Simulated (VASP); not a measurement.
## VSe2: structure and properties in VASP

Aim: relax VSe2 with r2SCAN, compute its properties on that cell and hold them against experiment. The steps: magnetic order: ferromagnetic, magnetic order: antiferromagnetic, q = (0, 0, 1/2), magnetic order: antiferromagnetic, q = (1/2, 1/2, 1/2), magnetic order: antiferromagnetic, q = (1/2, 1/2, 0), the orders side by side, relaxing cell and atoms (r2SCAN), second relaxation, single point with fields (r2SCAN), band structure (r2SCAN), density of states (r2SCAN), vibrations at Γ (r2SCAN), optical spectrum (r2SCAN), volume scan with r2SCAN and fit for r2SCAN. The start is a cell from a database of measured crystal structures.

Method: r2SCAN, spin-polarised from a ferromagnetic start (one magnetic atom a cell); plane waves and PAW (V_sv, Se), in the first sound run; inputs show where later runs differ, in VASP 6.6.1.

**Measured values to reproduce.**

For VSe2, 1T (parent compound made from the elements at 600 C), “Transport and Magnetic properties of Fe1/3VSe2” (2008, arxiv:0808.1334) gives, by powder XRD, Rietveld refinement: lattice constant a (hexagonal a) 3.356 Å; lattice constant c (hexagonal c) 6.104 Å.

The database entry behind the starting cell differs from later determinations by our own check (c about 0.5 % long), so it need not match the best structure at ambient conditions.

### 1. The structure

The structure is trigonal, space group P-3m1 (No. 164). Conventional cell: a = 3.355 Å, b = 3.355 Å, c = 6.134 Å, α = 90.00°, β = 90.00°, γ = 120.00°. V has 6 Se at 2.47 Å nearest. Se has 3 V at 2.47 Å nearest. Farther neighbours and most contacts between anions are not listed.

### 2. Magnetic order: ferromagnetic

The properties of a magnet depend on its order, so a few collinear patterns are compared first on the cell as listed, beginning with all moments parallel. r2SCAN adds the kinetic-energy density, costs more than a GGA and is run with LASPH.

INCAR

```
SYSTEM = VSe2
PREC = Accurate
ENCUT = 400
EDIFF = 1E-06
NELM = 100
ISMEAR = 0
SIGMA = 0.05
LREAL = .FALSE.
ALGO = Normal
METAGGA = R2SCAN
LASPH = .TRUE.
NBANDS = 22
ISPIN = 2
MAGMOM = 2 0 0
LMAXMIX = 4
LORBIT = 11
LWAVE = .FALSE.
LCHARG = .FALSE.
KPAR = 8
ISIF = 2
```

POSCAR

```
VSe2
1.0
    3.3550000000      0.0000000000      0.0000000000
   -1.6775000000      2.9055152297      0.0000000000
    0.0000000000      0.0000000000      6.1340000000
V Se
1 2
Direct
    0.0000000000      0.0000000000      0.0000000000
    0.3333333333      0.6666666667      0.2500000000
    0.6666666667      0.3333333333      0.7500000000
```

KPOINTS

```
Automatic mesh
0
Gamma
8 8 4
0 0 0
```

PAW data sets: V_sv and Se (PBE family, release 64).

Started as:

```console
$ mpirun -np 8 vasp_std
```

Output:

```text
[banner, memory and clock lines left out]
running    8 mpi-ranks, on    1 nodes
 distrk:  each k-point on    1 cores,    8 groups
 distr:  one band on    1 cores,    1 groups

 POSCAR found type information on POSCAR V Se
 POSCAR found :  2 types and       3 ions
|                                                                             |
|           W    W    AA    RRRRR   N    N  II  N    N   GGGG   !!!           |
|           W    W   A  A   R    R  NN   N  II  NN   N  G    G  !!!           |
|           W    W  A    A  R    R  N N  N  II  N N  N  G       !!!           |
|           W WW W  AAAAAA  RRRRR   N  N N  II  N  N N  G  GGG   !            |
|           WW  WW  A    A  R   R   N   NN  II  N   NN  G    G                |
|           W    W  A    A  R    R  N    N  II  N    N   GGGG   !!!           |
|                                                                             |
|     For optimal performance we recommend to set                             |
|       NCORE = 2 up to number-of-cores-per-socket                            |
|     NCORE specifies how many cores store one orbital (NPAR=cpu/NCORE).      |
|     This setting can greatly improve the performance of VASP for DFT.       |
|     The default, NCORE=1 might be grossly inefficient on modern             |
|     multi-core architectures or massively parallel machines. Do your        |
|     Unfortunately you need to use the default for GW and RPA                |
|     calculations (for HF NCORE is supported but not extensively tested      |
|     yet).                                                                   |
|                                                                             |

|                                                                             |
|               ----> ADVICE to this user running VASP <----                  |
|                                                                             |
|     You enforced a specific xc type in the INCAR file but a different       |
|     [... a line on the potential file left out ...]
|     I HOPE YOU KNOW WHAT YOU ARE DOING!                                     |
|                                                                             |

 LDA part: xc-table for (None), standard interpolation
 POSCAR, INCAR and KPOINTS ok, starting setup
 FFT: planning ... GRIDC
 FFT: planning ... GRID_SOFT
 FFT: planning ... GRID
 WAVECAR not read
 entering main loop
       N       E                     dE             d eps       ncg     rms          rms(c)
DAV:   1     0.145838740834E+03    0.14584E+03   -0.10611E+04  3176   0.906E+02
DAV:   2    -0.442005643090E+02   -0.19004E+03   -0.18375E+03  3436   0.283E+02
DAV:   3    -0.529310814225E+02   -0.87305E+01   -0.86671E+01  3742   0.612E+01
DAV:   4    -0.530030961117E+02   -0.72015E-01   -0.71987E-01  3436   0.607E+00
DAV:   5    -0.530035662330E+02   -0.47012E-03   -0.47009E-03  3782   0.538E-01    0.237E+01
DAV:   6    -0.494867733117E+02    0.35168E+01   -0.58650E+01  3200   0.520E+01    0.231E+01
DAV:   7    -0.459621622920E+02    0.35246E+01   -0.72664E+01  3350   0.479E+01    0.926E+00
DAV:   8    -0.452359468525E+02    0.72622E+00   -0.28301E+00  3260   0.933E+00    0.397E+00
DAV:   9    -0.452071983799E+02    0.28748E-01   -0.42075E-01  3578   0.387E+00    0.140E+00
DAV:  10    -0.452367796660E+02   -0.29581E-01   -0.18831E-01  3424   0.225E+00    0.132E+00
DAV:  11    -0.452334200515E+02    0.33596E-02   -0.87897E-02  3416   0.176E+00    0.343E-01
DAV:  12    -0.452348161554E+02   -0.13961E-02   -0.49642E-03  3452   0.470E-01    0.215E-01
DAV:  13    -0.452350941882E+02   -0.27803E-03   -0.17161E-03  3538   0.266E-01    0.944E-02
DAV:  14    -0.452351527116E+02   -0.58523E-04   -0.29821E-04  3488   0.102E-01    0.421E-02
DAV:  15    -0.452351901165E+02   -0.37405E-04   -0.22166E-04  3474   0.674E-02    0.342E-02
DAV:  16    -0.452351839469E+02    0.61697E-05   -0.57433E-05  3666   0.493E-02    0.161E-02
DAV:  17    -0.452351820782E+02    0.18686E-05   -0.11402E-05  3338   0.228E-02    0.793E-03
DAV:  18    -0.452351787252E+02    0.33530E-05   -0.21663E-06  2286   0.918E-03    0.363E-03
DAV:  19    -0.452351780227E+02    0.70251E-06   -0.85865E-07  1678   0.530E-03
   1 F= -.45235178E+02 E0= -.45234349E+02  d E =-.165873E-02  mag=     1.0536
```

The job ended after 31 s (8 MPI ranks of AMD EPYC 9R45, shared host; peak memory 1.6 GiB).

Lines that name or quote the potential files are left out of all logs, and their timing lines are given in words.

Parts of OUTCAR (step 2):

```text
ion  position               nearest neighbor table
   1  0.000  0.000  0.000-   2 2.47   3 2.47   3 2.47   2 2.47   3 2.47   2 2.47
   2  0.333  0.667  0.250-   1 2.47   1 2.47   1 2.47
   3  0.667  0.333  0.750-   1 2.47   1 2.47   1 2.47

  LATTYP: Found a hexagonal cell.
 ALAT       =     3.3550000000
 C/A-ratio  =     1.8283159463

 Subroutine GETGRP returns: Found 12 space group operations
 (whereof 12 operations were pure point group operations)

The static configuration has the point symmetry D_3d.

 Found     35 irreducible k-points:

   k-points           NKPTS =     35   k-points in BZ     NKDIM =     35   number of bands    NBANDS=     22

   dimension x,y,z NGX =    24 NGY =   24 NGZ =   40
   dimension x,y,z NGXF=    48 NGYF=   48 NGZF=   80

   ENCUT  =  400.0 eV  29.40 Ry    5.42 a.u.   5.47  5.47 10.00*2*pi/ulx,y,z

   NELECT =      25.0000    total number of electrons

 k-points in reciprocal lattice and weights: Automatic mesh
   0.00000000  0.00000000  0.00000000       0.004
   0.12500000  0.00000000  0.00000000       0.023
   0.25000000  0.00000000  0.00000000       0.023
   0.37500000 -0.00000000  0.00000000       0.023
   0.50000000  0.00000000  0.00000000       0.012
   0.12500000  0.12500000  0.00000000       0.023
   0.25000000  0.12500000  0.00000000       0.047
   0.37500000  0.12500000  0.00000000       0.047
   0.25000000  0.25000000  0.00000000       0.023
[...]
0.25000000  0.25000000  0.50000000       0.023
   0.37500000  0.25000000  0.50000000       0.023

 average (electrostatic) potential at core
       1 -80.5491       2 -57.3213       3 -57.3213

 E-fermi :   5.3555

 spin component 1
 k-point     1 :       0.0000    0.0000    0.0000
  band No.  band energies     occupation
    ...
      9       2.5152      1.00000
     10       4.3993      1.00000
     11       4.3993      1.00000
     12       4.5850      1.00000
     13       4.9000      1.00000
     14       6.1816      0.00000
     15       6.1816      0.00000
     16       8.6018      0.00000
     17       8.6018      0.00000
     18      12.1313      0.00000
    ...

 k-point     2 :       0.1250    0.0000    0.0000
  band No.  band energies     occupation
    ...
      9       2.5819      1.00000
     10       3.7366      1.00000
     11       4.1215      1.00000
     12       4.4960      1.00000
     13       4.9704      1.00000
     14       5.7195      0.00000
     15       6.2028      0.00000
     16       7.9881      0.00000
     17       8.4817      0.00000
     18      12.9584      0.00000
    ...

 k-point     3 :       0.2500    0.0000    0.0000
  band No.  band energies     occupation
    ...
      9       1.9063      1.00000
     10       2.6341      1.00000
     11       3.7831      1.00000
     12       4.0727      1.00000
     13       4.4343      1.00000
     14       5.6571      0.00000
     15       5.9554      0.00000
     16       7.9778      0.00000
     17       8.4342      0.00000
     18      12.9878      0.00000
    ...

 k-point     4 :       0.3750   -0.0000    0.0000
  band No.  band energies     occupation
    ...
      9       1.0261      1.00000
     10       2.4683      1.00000
     11       2.9038      1.00000
     12       3.8474      1.00000
     13       4.2626      1.00000
     14       5.5516      0.00000
     15       5.8275      0.00000
     16       8.1666      0.00000
     17       8.5075      0.00000
     18      12.2488      0.00000
    ...

 k-point     5 :       0.5000    0.0000    0.0000
  band No.  band energies     occupation
    ...
      9       1.7807      1.00000
     10       2.1604      1.00000
     11       2.3592      1.00000
     12       3.9627      1.00000
     13       4.2107      1.00000
     14       5.3625      0.42114
     15       5.8760      0.00000
     16       8.0076      0.00000
     17       8.5437      0.00000
     18      12.0351      0.00000
    ...

 k-point     6 :       0.1250    0.1250    0.0000
  band No.  band energies     occupation
    ...
      9       2.4004      1.00000
     10       2.8419      1.00000
     11       3.3400      1.00000
     12       4.5075      1.00000
     13       4.5679      1.00000
     14       5.6615      0.00000
     15       6.0835      0.00000
     16       7.8476      0.00000
     17       8.2363      0.00000
     18      13.6623      0.00000
    ...

  Total        1.5297485      1.5297485      1.0524124     -0.0000000      0.0000000      0.0000000
  in kB       40.9893629     40.9893629     28.1992188     -0.0000000      0.0000000      0.0000000
  external PRESSURE =      36.7259815 kB  Pullay stress =       0.0000000 kB

  energy-cutoff  :      400.00
  volume of cell :       59.79
      direct lattice vectors                 reciprocal lattice vectors
     3.355000000  0.000000000  0.000000000     0.298062593  0.172086518  0.000000000
    -1.677500000  2.905515230  0.000000000     0.000000000  0.344173037  0.000000000
     0.000000000  0.000000000  6.134000000     0.000000000  0.000000000  0.163025758

 POSITION                                       TOTAL-FORCE (eV/Angst)
 -----------------------------------------------------------------------------------
      0.00000      0.00000      0.00000         0.000000      0.000000      0.000000
     -0.00000      1.93701      1.53350        -0.000000      0.000000      0.176021
      1.67750      0.96851      4.60050         0.000000     -0.000000     -0.176021
 -----------------------------------------------------------------------------------
    total drift:                               -0.000000      0.000000      0.000000

  FREE ENERGIE OF THE ION-ELECTRON SYSTEM (eV)
  ---------------------------------------------------
  free  energy   TOTEN  =       -45.2351780227 eV

  energy  without entropy=      -45.2335192961  energy(sigma->0) =      -45.23434866

 total charge
# of ion       s       p       d       tot
------------------------------------------
    1        2.238   6.224   3.004  11.467
    2        1.479   2.395   0.049   3.923
    3        1.479   2.395   0.049   3.923
--------------------------------------------------
tot          5.196  11.013   3.103  19.313

 magnetization (x)
# of ion       s       p       d       tot
------------------------------------------
    1        0.021   0.010   1.236   1.267
    2       -0.001  -0.135   0.007  -0.129
    3       -0.001  -0.135   0.007  -0.129
--------------------------------------------------
tot          0.018  -0.259   1.250   1.009

[... 6 further parts left out ...]
```

The k-mesh is coarse for a metal. The PAW data sets were made with PBE, which is usual practice but a small mismatch for other functionals. At this level the cell is under a pressure of 3.7 GPa, so at these settings it is away from equilibrium.

This step gave:

| Quantity | Value |
| --- | --- |
| electronic steps | 19 |
| electrons | 25 |
| bands | 22 |
| irreducible k points | 35 |
| symmetry operations | 12 |
| free energy (TOTEN) | -45.24 eV |
| energy at zero smearing | -45.23 eV |
| Fermi energy | 5.356 eV |
| pressure | 3.673 GPa |
| moment of the cell, from the last line of the log | 1.054 μB |
| metallic | yes |

Spin moment in the PAW sphere by atom:

```tsv
atom	spin moment in the PAW sphere (μB)
V1	1.27
Se2	-0.13
Se3	-0.13
```

Force by atom:

```tsv
atom	x (eV/Å)	y (eV/Å)	z (eV/Å)	size
V1	0.000	0.000	0.000	0.000
Se2	0.000	0.000	0.176	0.176
Se3	0.000	0.000	-0.176	0.176
```

The run ends ferromagnetic with a largest moment of 1.27 μB, and the mesh shows no gap.

[end of part 1 of 8]

[Lines on the potential files, build, host, timing and source positions are cut from VASP's logs without a mark.]

[Logs are printed without paths, hosts, clocks, repeated set-up lines and the standing remarks that a program may print on its own settings, such as how far it seeks lower states.]

[Hosts, paths, dates, database ids (printed as entryN), source tags and the programs' standing remarks are cut or masked in the printed files.]

[Measured values are set beside computed ones only where the two were judged alike; some that the calculation misses by far are left out.]

[In band tables of VASP the shares of atoms and orbitals are scaled to a sum of 1 inside the atoms' spheres.]
